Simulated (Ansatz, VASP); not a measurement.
# Cross-check of GaFe3 between VASP and Ansatz, part 2 of 3

Aim: how closely do two programs agree when they are given the same cell, functional and k mesh?

VASP 6.6.1 and Ansatz 0.2.0.

So far: Set-up; VASP: relaxation of cell and atoms, PBEsol.

### Step 3. Ansatz: relaxation of cell and atoms, PBEsol

Level of this step: Ansatz beside VASP: Kohn-Sham DFT, plane waves, PBEsol (Ansatz).

Ansatz runs on its default PAW (the set named soft_2) files.

The same cell, functional, mesh and smearing now go to Ansatz, which takes its cutoff from its data sets.

input.yaml reads:

```yaml
crystal:
  lattice:
    - [3.6001366522, 0.0, 0.0]
    - [0.0, 3.6001366522, 0.0]
    - [0.0, 0.0, 3.6001366522]
  atoms:
    - { symbol: Ga, position: [0.0, 0.0, 0.0] }
    - { symbol: Fe, position: [0.5, 0.5, 0.0], spin: 3.0 }
    - { symbol: Fe, position: [0.5, 0.0, 0.5], spin: 3.0 }
    - { symbol: Fe, position: [0.0, 0.5, 0.5], spin: 3.0 }
hamiltonian:
  xc: pbesol
  pseudopotentials: { kind: paw }
magnetization:
  spin_polarized: true
kpoints:
  mp_grid: { grid: [7, 7, 7] }
scf:
  occupations: { method: methfessel_paxton, width: 0.15 }
relax:
  f_tol: 0.01
  max_steps: 60
  cell: { stress_tol: 0.05 }
output:
  forces: true
  stress: true
```

Launch:

```bash
$ ansatz run input.yaml --threads 4 --pin off --max-ram 9216MiB --backend cpu --events-out ev --progress --plain --runs-dir out
```

Numbers of over 12 decimals in the logs are rounded to 6 here.

What it wrote:

```text
Engine: ansatz 0.2.0, x86_64-unknown-linux-gnu
Pseudopotentials: kind: paw
Pseudopotential: Ga, paw, valence charge 13, recommended cutoff 420 eV (normal), Ga.paw.azcp
Pseudopotential: Fe, paw, valence charge 16, recommended cutoff 420 eV (normal), Fe.paw.azcp
Functional definition: PBEsol
  exchange = pbesol_x
  correlation = pbesol_c
Crystal: 4 atoms, lattice volume = 46.661 Å³
Basis set: ecut = 420 eV, 925 PW (Γ), exchange–correlation on 50×50×50 points (8 copies of the dense FFT grid, shifted against one another)
Bands: 42, of which v1, the nominal top of the filled ones, is band 31 counted from 1 (30 counted from 0)
Symmetry: 48 space group operations
Space group: Pm-3m (ITA 221), of the structure as read, at distance tolerance 3.6e-5 Å
Magnetic group: BNS 221.92 (UNI 1594), of the structure as read, at distance tolerance 3.6e-5 Å
k-points: 20 of 343
Non-local potential: Ga, projectors of the file, l = 0: 2, l = 1: 2, l = 2: 3, l = 3: 1
Non-local potential: Fe, projectors of the file, l = 0: 3, l = 1: 2, l = 2: 3, l = 3: 1
PAW form: soft (Blöchl's): semilocal exchange-correlation on the pseudo side does not see the compensation charge
PAW frozen core: Ga, regenerated for the run's functional, and the local potential with it (the file was generated under x = pbe(κ = 0.804, μ = 0.219515), c = pbe(β = 0.066725))
PAW frozen core: Fe, regenerated for the run's functional, and the local potential with it (the file was generated under x = pbe(κ = 0.804, μ = 0.219515), c = pbe(β = 0.066725))
PAW one-centre angular grid: Ga, 590 points (default); XC on 64 Gauss nodes
PAW one-centre angular grid: Fe, 590 points (default); XC on 64 Gauss nodes
Initial density: superposition of atomic densities (chi_scale 0.1, normalization cell)
Starting moments: Σ|m| = 9 μB on 3 of 4 sites
Initial wavefunctions: pseudopotential atomic-orbital guess
Functional: x = pbesol(κ = 0.804, μ = 0.123457), c = pbesol(β = 0.046)
SCF iter   1: F=—  HF=-17089.458553 eV  |F-HF|=—  |Δ(HF+E_count)|=         —  Δρ=7.06e-2 (↑7.06e-2 ↓5.19e-2)  dr2=3.65e0  dr2_m=3.77e-1  M=7.301 μB ∫|m|=7.733 μB  β_m=0.30  ethr=3.10e-3  ⟨swp⟩=5.8  Hψ=5714  notcnv=0  defer=11
Mixer restart at iter 1: flushing history
preconditioner: auto → Kerker (q_TF=auto, 2.853 Å⁻¹)  [metal: Δε(μ)=0.020 eV  Ē_g=11.322 eV  σ=0.150 eV  W_gap=0.07  n_scr=18 (ndim 8)  ℏωp=33.1 eV  f_vac=0.000  D(μ)=1.19/eV (n_scr^D=6)]
spin=Collinear: Kerker preconditioning applied to the charge; magnetization (m = ρ↑ − ρ↓) channel mixes plain (no charge-response kernel on spin).
SCF iter   2: F=—  HF=-17088.518845 eV  |F-HF|=—  |Δ(HF+E_count)|=   9.40e-1  Δρ=2.89e-2 (↑2.78e-2 ↓2.89e-2)  dr2=6.64e-1  dr2_m=1.64e-1  M=7.268 μB ∫|m|=7.732 μB  β_m=0.39  ethr=3.10e-3  ⟨swp⟩=2.9  Hψ=2761  notcnv=0  defer=138
SCF iter   3: F=—  HF=-17089.465991 eV  |F-HF|=—  |Δ(HF+E_count)|=   9.47e-1  Δρ=1.89e-2 (↑1.12e-2 ↓1.89e-2)  dr2=3.05e-1  dr2_m=5.71e-2  M=7.154 μB ∫|m|=7.623 μB  β_m=0.70  ethr=1.09e-3  ⟨swp⟩=2.0  Hψ=2024  notcnv=0  defer=138
SCF iter   4: F=—  HF=-17090.299021 eV  |F-HF|=—  |Δ(HF+E_count)|=   8.33e-1  Δρ=1.29e-2 (↑5.49e-3 ↓1.29e-2)  dr2=2.10e-1  dr2_m=9.70e-3  M=6.963 μB ∫|m|=7.425 μB  β_m=0.85  ethr=4.99e-4  ⟨swp⟩=2.4  Hψ=2540  notcnv=0  defer=138
SCF iter   5: F=—  HF=-17090.297699 eV  |F-HF|=—  |Δ(HF+E_count)|=         —  Δρ=1.14e-2 (↑1.14e-2 ↓4.97e-3)  dr2=7.52e-2  dr2_m=5.18e-3  M=6.785 μB ∫|m|=7.196 μB  β_m=0.85  ethr=3.44e-4  ⟨swp⟩=2.2  Hψ=2836  notcnv=0  defer=144
Mixer restart at iter 5: flushing history
SCF iter   6: F=—  HF=-17090.327014 eV  |F-HF|=—  |Δ(HF+E_count)|=   2.93e-2  Δρ=7.62e-3 (↑7.62e-3 ↓3.02e-3)  dr2=2.19e-2  dr2_m=3.78e-3  M=6.850 μB ∫|m|=7.271 μB  β_m=0.67  ethr=1.23e-4  ⟨swp⟩=2.1  Hψ=3160  notcnv=0  defer=144
SCF iter   7: F=—  HF=-17090.303348 eV  |F-HF|=—  |Δ(HF+E_count)|=   2.37e-2  Δρ=1.92e-3 (↑1.92e-3 ↓1.56e-3)  dr2=5.03e-3  dr2_m=2.51e-5  M=6.820 μB ∫|m|=7.234 μB  β_m=0.78  ethr=3.60e-5  ⟨swp⟩=2.1  Hψ=3299  notcnv=0  defer=144
SCF iter   8: F=—  HF=-17090.303195 eV  |F-HF|=—  |Δ(HF+E_count)|=   1.53e-4  Δρ=8.66e-4 (↑8.66e-4 ↓3.50e-4)  dr2=2.76e-4  dr2_m=4.19e-5  M=6.831 μB ∫|m|=7.247 μB  β_m=0.89  ethr=8.24e-6  ⟨swp⟩=2.1  Hψ=2186  notcnv=0  defer=144
SCF iter   9: F=—  HF=-17090.303283 eV  |F-HF|=—  |Δ(HF+E_count)|=   8.78e-5  Δρ=4.21e-4 (↑4.21e-4 ↓2.91e-4)  dr2=1.56e-4  dr2_m=4.22e-6  M=6.827 μB ∫|m|=7.242 μB  β_m=0.67  ethr=4.52e-7  ⟨swp⟩=2.1  Hψ=2865  notcnv=0  defer=144
SCF iter  10: F=—  HF=-17090.290878 eV  |F-HF|=—  |Δ(HF+E_count)|=         —  Δρ=1.48e-3 (↑1.31e-3 ↓1.48e-3)  dr2=5.53e-5  dr2_m=7.95e-4  M=6.868 μB ∫|m|=7.283 μB  β_m=0.67  ethr=2.56e-7  ⟨swp⟩=2.0  Hψ=1940  notcnv=0  defer=144
Mixer restart at iter 10: flushing history
iteration 10: the input's own smearing fills from here on; a Gaussian of 0.15 eV has filled iterations ahead of it
SCF iter  11: F=—  HF=-17090.290997 eV  |F-HF|=—  |Δ(HF+E_count)|=   1.19e-4  S|Δr|=    0.00e0  Δρ=9.64e-4 (↑9.64e-4 ↓6.81e-4)  dr2=3.21e-5  dr2_m=2.81e-4  M=6.875 μB ∫|m|=7.293 μB  β_m=0.83  ethr=9.07e-8  ⟨swp⟩=2.4  Hψ=2622  notcnv=0  defer=144
SCF iter  12: F=—  HF=-17090.291201 eV  |F-HF|=—  |Δ(HF+E_count)|=   2.05e-4  S|Δr|=    0.00e0  Δρ=7.92e-4 (↑4.54e-4 ↓7.92e-4)  dr2=4.29e-4  dr2_m=1.70e-5  M=6.879 μB ∫|m|=7.299 μB  β_m=0.61  ethr=5.26e-8  ⟨swp⟩=2.9  Hψ=3034  notcnv=0  defer=144
SCF iter  13: F=—  HF=-17090.291059 eV  |F-HF|=—  |Δ(HF+E_count)|=   1.42e-4  S|Δr|=    0.00e0  Δρ=1.41e-4 (↑5.51e-5 ↓1.41e-4)  dr2=5.71e-6  dr2_m=2.33e-6  M=6.882 μB ∫|m|=7.303 μB  β_m=0.61  ethr=5.26e-8  ⟨swp⟩=2.1  Hψ=2797  notcnv=0  defer=144
SCF iter  14: F=—  HF=-17090.291055 eV  |F-HF|=—  |Δ(HF+E_count)|=   4.68e-6  S|Δr|=    0.00e0  Δρ=4.17e-5 (↑1.24e-5 ↓4.17e-5)  dr2=6.16e-7  dr2_m=1.92e-7  M=6.883 μB ∫|m|=7.304 μB  β_m=0.64  ethr=9.36e-9  ⟨swp⟩=2.4  Hψ=2320  notcnv=0  defer=144
SCF iter  15: F=-17090.291055 eV  HF=-17090.291055 eV  |F-HF|=4.43e-9  |Δ(HF+E_count)|=   1.07e-7  S|Δr|=    0.00e0  Δρ=9.14e-6 (↑4.65e-6 ↓9.14e-6)  dr2=2.86e-8  dr2_m=1.30e-8  M=6.883 μB ∫|m|=7.305 μB  ethr=1.64e-10  ⟨swp⟩=3.2  Hψ=6261  notcnv=0
SCF 1 converged in 15 iterations: F = -17090.291055 eV  dr2 = 2.86e-8
  greatest PAW one-centre occupation: 1.002 electrons in one spin orbital (limit 2), on the Fe atom at site 2 (counted from 0), in its partial waves of l = 1
relax step   1: F+E_penalty+E_count = -17090.29105485 eV  Δ(F+E_penalty+E_count) = +0.000e0 eV  max|allowed force component| = 8.184e-29 eV/Å  Δτ_max = 0.0000 Å  P = -0.095 GPa  Ω = 46.661 Å³  (15 SCF iters, dr2 threshold 1.00e-7 eV, accepted)
[...]
relax step   2: F+E_penalty+E_count = -17090.29106977 eV  Δ(F+E_penalty+E_count) = -1.492e-5 eV  max|allowed force component| = 2.413e-29 eV/Å  Δτ_max = 0.0000 Å  P = -0.033 GPa  Ω = 46.646 Å³  energy of the carried Pulay correction = +8.939e-6 eV  (5 SCF iters, dr2 threshold 2.27e-8 eV, accepted)
[...]
relax step   3: F+E_penalty+E_count = -17090.29102988 eV  Δ(F+E_penalty+E_count) = +3.989e-5 eV  max|allowed force component| = 3.146e-29 eV/Å  Δτ_max = 0.0000 Å  P = -0.033 GPa  Ω = 46.646 Å³  stress off target by 3.29e-2 GPa  SCF on the basis re-selected at this cell (its energy is not comparable with the rows above)  (6 SCF iters)
basis re-selected at this cell: Δ(F+E_penalty+E_count) = +3.989e-5 eV, ΔP = +0.000 GPa vs the last step (what re-selecting the basis moved, of the pressure what is left beyond the Pulay correction that the steps carried, after the strain that the cell walked since its last selection, with what the two solves' SCF thresholds leave and, on support functions, any second-order correction that the steps lacked; it is no m [...]
SCF converged after 6 iterations
Stability not checked: this state was not tested for a lower state beside it, because cold or Methfessel-Paxton smearing, or corrected tetrahedra, fill the levels in a way that the test cannot read (fill_not_monotonic; see scf.lower_state_search)
Magnetization: 6.8818 μB (33.9409 up, 27.0591 down)
Absolute magnetization: 7.2992 μB (∫|ρ↑−ρ↓|, with the PAW one-centre terms)
Spin contamination: 0.1208 ħ² per cell (⟨S²⟩ above its minimum at these occupations)
Per-site moments (μB) at R_I (Å): [(-0.091031, 1.049981), (2.336240, 1.049981), (2.336240, 1.049981), (2.336240, 1.049981)]
Free energy (F): -17090.291030 eV
Harris-Foulkes:  -17090.291030 eV  (|F-HF|=3.64e-12)
Internal energy: -17090.294021 eV  (E = F + TS)
E sigma→0 (E₀):  -17090.291778 eV
Entropy (-TS):   0.002991 eV (0.748 meV/atom)
Fermi energy:    17.742616 eV
--- Per-component energies (eV) ---
  E_band       = -606.313357
  E_kinetic    = 1172.528605
  E_local      = -7779.809542  (includes V_loc(G=0)·N_el)
  E_nonlocal   = 1086.691831
  E_hartree    = 3366.452711
  E_xc         = -422.318127
  E_vxc        = -515.599761  (∫ρ·V_xc dr)
  E_paw        = -5954.289589  (= ΣΔE_a)
  E_vpaw       = -1303.031972  (= ΣTr[D̂ρ^β])
  E_aug_tail   = 0.002205  (compensation charges beyond the density's cutoff)
  E_ewald      = -8560.952699
  E_core_change = 1.400583  (= ΣΔE_core)
  E_smearing   = 0.002991  (= −TS)
  E_closure    = -0.000000  (closes the sum)
  Σ components = -17090.291030   (vs F -17090.291030, Δ=0.00e0)
--- Forces (eV/Å), atoms counted from 1 ---
  atom   1  Ga    -0.00000000    -0.00000000     0.00000000
  atom   2  Fe     0.00000000     0.00000000    -0.00000000
  atom   3  Fe    -0.00000000    -0.00000000    -0.00000000
  atom   4  Fe     0.00000000     0.00000000     0.00000000
  max |Σ_I F_I| component: 5.01e-29 eV/Å
--- Stress (GPa, compression-positive) ---
       -0.032875      -0.000000      -0.000000
       -0.000000      -0.032875       0.000000
       -0.000000       0.000000      -0.032875
  P = ⅓ Tr σ = -0.0329 GPa (-0.329 kbar)
--- Relaxed structure (2 steps of the walk, 2 accepted, 1 SCFs on fresh bases) ---
  F+E_penalty+E_count = -17090.29102988 eV   max|allowed force component| = 3.146e-29 eV/Å   (the final SCF, on the basis selected at the relaxed cell)
  cell:  # Å, volume = 46.6464 Å³
    - [3.599753, 0.0, 0]
    - [0.0, 3.599753, 0.0]
    - [0.0, 0.0, 3.599753]
  atoms:
    - { symbol: Ga, position: [0, 0, 0] }
    - { symbol: Fe, position: [0.5, 0.5, 0] }
    - { symbol: Fe, position: [0.5, 0, 0.5] }
    - { symbol: Fe, position: [0, 0.5, 0.5] }
```

The job ended after 3.8 s (4 threads of Intel Xeon Platinum 8488C (Sapphire Rapids), shared host; peak memory 0.45 GiB; 13 s of CPU time).

### Step 4. Differences

Known differences besides the PAW data sets themselves: both relaxations stop at a tolerance, which leaves soft axes loose, and VASP keeps its plane-wave basis; the data sets hold 61 valence electrons in Ansatz (default PAW (the set named soft_2) files) and 27 in VASP; the cutoff is 420 eV in Ansatz and 350 eV in VASP; Ansatz makes its cores anew for this functional, VASP keeps those of its PBE data sets; VASP leaves aspherical gradient terms in its spheres out (LASPH is not set), Ansatz keeps them; Ansatz adds a Pulay correction to the stress that steers its cell, VASP none; site moments are counted in spheres of each program's own size. Total energies have different zeros and are not compared.

The two programs side by side:

| quantity | Ansatz | VASP | difference |
| --- | --- | --- | --- |
| volume (Å³) | 46.65 | 46.66 | -0.03 % |
| edge a after relaxation, in the typed setting (Å) | 3.600 | 3.600 | -0.01 % |
| total moment (μB) | 6.88 | 6.90 | -0.02 |
| moment on Fe2 (μB) | 2.34 | 2.32 | +0.01 |
| moment on Fe3 (μB) | 2.34 | 2.32 | +0.01 |
| moment on Fe4 (μB) | 2.34 | 2.32 | +0.01 |
| moment on Ga1 (μB) | -0.09 | -0.18 | +0.09 |

The walks stopped with -0.03 GPa left in Ansatz and 0.12 GPa in VASP; each walk ends within a tolerance, so the volume difference is uncertain by about these residues over the bulk modulus, most in soft cells.

### Step 5. VASP: relaxation, PBEsol

This run makes the geometry at which the two programs are then compared.

INCAR reads:

```
SYSTEM = GaFe4
PREC = Normal
ENCUT = 280
EDIFF = 1E-05
NELM = 120
ISMEAR = 1
SIGMA = 0.15
LREAL = Auto
ALGO = Fast
GGA = PS
NBANDS = 75
ISPIN = 2
MAGMOM = 0 0 0 3 3 3 3 3 3 3 3 3 3 3 3
LMAXMIX = 4
LORBIT = 11
LWAVE = .FALSE.
LCHARG = .FALSE.
KPAR = 3
IBRION = 2
NSW = 60
ISIF = 2
EDIFFG = -0.05
POTIM = 0.4
MAXMIX = 40
ISYM = 0
```

POSCAR reads:

```
GaFe4
1.0
   -3.6001366522      3.6001366522      3.6001366522
    3.6001366522     -3.6001366522      3.6001366522
    3.6001366522      3.6001366522     -3.6001366522
Ga Fe
3 12
Direct
    0.5032000319      0.5018777656      0.0032421056
    0.5037546643     -0.0023798615      0.4988950382
    0.0026268183      0.4995211825      0.5001226755
    0.2515975372      0.2523355932      0.5008959514
    0.7482083201      0.7466152024      0.4975018614
    0.7492979860      0.2508510495      0.0017737336
    0.2493082205      0.7478507308     -0.0028862813
    0.2563908355      0.5020308157      0.2528289507
    0.7442674806     -0.0080161806      0.2372222191
    0.7511970794      0.4994309425      0.7494207236
    0.2458623077      0.0048337991      0.7527938328
    0.5036381018      0.2575159230      0.2574704792
   -0.0041126506      0.7490374209      0.2439944459
   -0.0053069617      0.2484050256      0.7468936236
    0.4971028278      0.7495269245      0.7471756758
```

KPOINTS reads:

```
Automatic mesh
0
Gamma
4 4 4
0 0 0
```

Potentials, in the order of the species: Ga and Fe (PBE family, release 64).

Launch:

```bash
$ mpirun -np 3 vasp_std
```

What it wrote:

```text
[banner, memory and clock lines left out]
running    3 mpi-ranks, on    1 nodes
[...]
[... a notice as in an earlier step ...]

 LDA part: xc-table for (Slater+PW92), standard interpolation
 POSCAR, INCAR and KPOINTS ok, starting setup
[...]
entering main loop
       N       E                     dE             d eps       ncg     rms          rms(c)
DAV:   1     0.626360109778E+03    0.62636E+03   -0.29168E+04 10800   0.103E+03
DAV:   2    -0.707197715342E+02   -0.69708E+03   -0.65857E+03 10800   0.307E+02
DAV:   3    -0.127052373359E+03   -0.56333E+02   -0.47566E+02 11539   0.104E+02
DAV:   4    -0.130511690183E+03   -0.34593E+01   -0.33022E+01 13851   0.265E+01
[...]
RMM:  18    -0.115985120105E+03   -0.55021E-04   -0.43331E-04 10965   0.959E-02    0.116E-01
RMM:  19    -0.115985057644E+03    0.62461E-04   -0.15689E-04 10661   0.705E-02    0.273E-02
RMM:  20    -0.115985061547E+03   -0.39034E-05   -0.78786E-05  9820   0.240E-02
   1 F= -.11598506E+03 E0= -.11598730E+03  d E =-.115985E+03  mag=    29.2129
[... from here on, the cycles between the ionic steps are left out ...]
   2 F= -.11607096E+03 E0= -.11607288E+03  d E =-.858965E-01  mag=    29.1426
   3 F= -.11610314E+03 E0= -.11610484E+03  d E =-.118082E+00  mag=    29.0476
   4 F= -.11610975E+03 E0= -.11611143E+03  d E =-.660628E-02  mag=    29.0312
   5 F= -.11611081E+03 E0= -.11611249E+03  d E =-.766993E-02  mag=    29.0226
   6 F= -.11611082E+03 E0= -.11611250E+03  d E =-.767817E-02  mag=    29.0221
   7 F= -.11611156E+03 E0= -.11611324E+03  d E =-.734093E-03  mag=    29.0256
 trial-energy change:   -0.000734  1 .order   -0.000707   -0.000961   -0.000453
 step:   2.5749(harm=  2.5749)  dis= 0.00460  next Energy=  -116.111730 (dE=-0.908E-03)
 reached required accuracy - stopping structural energy minimisation
```

(Part 2 of 3 ends here.)

[Lines on the potential files, build, host, timing and source positions are cut from VASP's logs without a mark.]

[Logs are printed without paths, hosts, clocks, repeated set-up lines and the standing remarks that a program may print on its own settings, such as how far it seeks lower states.]

[Hosts, paths, dates, database ids (printed as entryN), source tags and the programs' standing remarks are cut or masked in the printed files.]
